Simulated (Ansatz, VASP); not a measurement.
Two plane-wave programs on CoC2

Contents of INCAR:

```
ALGO = Normal
EDIFF = 1E-6
EDIFFG = -0.04
ENCUT = 600
GGA = PE
IBRION = 2
ISIF = 3
ISMEAR = 0
LASPH = True
LCHARG = False
LREAL = False
LWAVE = False
NELM = 100
NSW = 90
PREC = Accurate
SIGMA = 0.1
```

File KPOINTS:

```
k-points
0
Gamma
  8 8 8
```

File POSCAR:

```
CoC2
1.0
   -1.3524995508      1.3524995508      3.3178504605
    1.3524995508     -1.3524995508      3.3178504605
    1.3524995508      1.3524995508     -3.3178504605
Co C
1 2
Direct
    0.0000000000      0.0000000000      0.0000000000
    0.6650000000      0.6650000000      0.0000000000
    0.3350000000      0.3350000000      0.0000000000
```

Input for Ansatz:

```yaml
crystal:
  lattice:
    - [-1.3524995508, 1.3524995508, 3.3178504605]
    - [1.3524995508, -1.3524995508, 3.3178504605]
    - [1.3524995508, 1.3524995508, -3.3178504605]
  atoms:
    - { symbol: Co, position: [0.0, 0.0, 0.0] }
    - { symbol: C, position: [0.665, 0.665, 0.0] }
    - { symbol: C, position: [0.335, 0.335, 0.0] }
basis:
  ecutwfc: 420
kpoints:
  mp_grid: { grid: [8, 8, 8] }
hamiltonian:
  xc: pbe
scf:
  occupations: { method: gaussian, width: 0.1 }
  lower_state_search: "off"
output:
  forces: true
  stress: true
  eigenvalues: true
relax:
  adjacent_minimum: "off"
  f_tol: 0.04
  max_steps: 70
  cell: { stress_tol: 0.4 }
```

Alike in both runs: task relaxation of cell and atoms; functional PBE; k mesh 8 × 8 × 8; occupations gaussian, width 0.1 eV; no spin polarisation.

|  | VASP | Ansatz |
| --- | --- | --- |
| version | VASP 6.6.1 | Ansatz 0.2.0 |
| potentials or method | VASP PAW PBE potentials, release 64 (Co, C) | scalar-relativistic, plane waves, PAW |
| plane-wave cutoff (eV) | 600 | 420 |
| valence electrons in the cell | 17 | 25 |

|  | VASP | Ansatz | Ansatz less VASP |
| --- | --- | --- | --- |
| gap on the k mesh at the Fermi level, each at its own relaxed structure (eV) | none | none | - |
| relaxed volume (Å³/atom) | 8.50 | 8.51 | +0.014 |
| relaxed cell length with the largest relative difference (Å) | 3.393 | 3.394 | +0.0009 |
| energy change over the relaxation (meV/atom) | -914 | -917 | -2.4 |

A gap of «none» marks a metal or a gap that the smearing closes. The two sets of potentials don't hold the same shells in valence.

Caveats: the k mesh is coarse (spacing up to 0.41 Å⁻¹), so the values aren't converged. Spin polarisation is off, so any magnetic state and its effect on volume and gap are missing.
